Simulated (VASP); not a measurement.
Given:

```yaml
crystal:
  lattice:
    - [0.00000, 3.03588, 3.03588]
    - [3.03588, 0.00000, 3.03588]
    - [3.03588, 3.03588, 0.00000]
  atoms:
    - { symbol: Pb, position: [0.00000, 0.00000, 0.00000] }
    - { symbol: F, position: [0.25000, 0.25000, 0.25000] }
    - { symbol: F, position: [0.75000, 0.75000, 0.75000] }
```

Level of theory: PBEsol GGA, VASP's PBE PAW potentials (set 64) (plane waves; VASP). Numerical set-up: 600 eV cut-off, 6×6×6 Γ-centred mesh, Gaussian smearing of 0.050 eV, potentials Pb_d F.

**Question.** Estimate the energy per atom (σ→0), pressure.

**Answer.** 
```json
{
  "energy per atom (σ→0)": "-477.8 kJ/mol-atom",
  "pressure": "-5.60 GPa"
}
```

Only differences to runs with the same potentials and settings are physical.

The compound is PbF2 in the fluorite structure, the β form. This cell was strained or had an atom moved on purpose.
